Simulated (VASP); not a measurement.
The cell holds one Ba (bcc) (100) slab, with vacuum along c, ions free to move until forces fall under 0.03 eV/Å, no reconstruction beyond this cell, dipole correction on.

Input:

```
CELL_PARAMETERS angstrom
      5.07983     0.00000     0.00000
      0.00000     5.07983     0.00000
      0.00000     0.00000    25.33843
ATOMIC_POSITIONS crystal
  Ba 0.50000 0.00000 0.35001
  Ba 0.00000 0.50000 0.45463
  Ba 0.50000 0.00000 0.54537
  Ba 0.00000 0.50000 0.64999
```

Method: r2SCAN meta-GGA, VASP's PBE PAW potentials (set 64) (plane waves; VASP). Run with 400 eV cut-off, 6×6×1 Γ-centred mesh, first-order Methfessel-Paxton smearing of 0.10 eV, potentials Ba_sv.

Slab and bulk use different k-meshes, so the surface energy is good to a few per cent at best. Unless said otherwise, spin-orbit coupling is left out, though it shifts the bands of the heavy elements here.

**Question.** Predict its surface energy, work function, band gap (on the k-mesh).

**Answer.** 
```yaml
surface_energy: 0.34 J/m²
work_function: 2.27 eV
band gap (on the k-mesh): none (metal, semimetal or under 0.01 eV)
```

The cell is a thin slab with vacuum, built from Ba (bcc): (100) face.
